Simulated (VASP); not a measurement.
A run of VASP 6.6.1 is set up as follows.

Contents of INCAR:

```
PREC = Accurate ; ENCUT = 520
EDIFF = 1E-7 ; ISMEAR = -1
SIGMA = 0.05 ; LREAL = False
LASPH = True ; NELM = 150
ALGO = Normal ; ISIF = 2
LWAVE = False ; LCHARG = True
ISPIN = 2 ; MAGMOM = 1.5 1.5 1.5 0
LORBIT = 11 ; LMAXMIX = 4
LELF = True ; LVHAR = True
NBANDS = 36
```

File KPOINTS:

```
regular mesh
0
Gamma
  9 9 9
```

File POSCAR:

```
V3Pt
1.0
    3.7520839090      0.0000000000      0.0000000000
    0.0000000000      3.7520839090      0.0000000000
    0.0000000000      0.0000000000      3.7520839090
V Pt
3 1
Direct
    0.0000000000      0.5000000000      0.5000000000
    0.5000000000      0.0000000000      0.5000000000
    0.5000000000      0.5000000000      0.0000000000
    0.0000000000      0.0000000000      0.0000000000
```

Potentials or basis: VASP PAW LDA potentials, release 64 (V_sv, Pt).

Command:

```sh
$ cat potpaw_LDA.64/V_sv/POTCAR potpaw_LDA.64/Pt/POTCAR > POTCAR
$ mpirun -np 1 vasp_std > vasp.out
```

Q: Predict the band gap on the k mesh.

A: None (metal or under the smearing width).

Q: Estimate the net moment.

A: 0.00 μB per cell.

Q: What does it give for the pressure?

A: 0.7 GPa.

Spin-orbit coupling is left out, which matters for the levels of Pt.
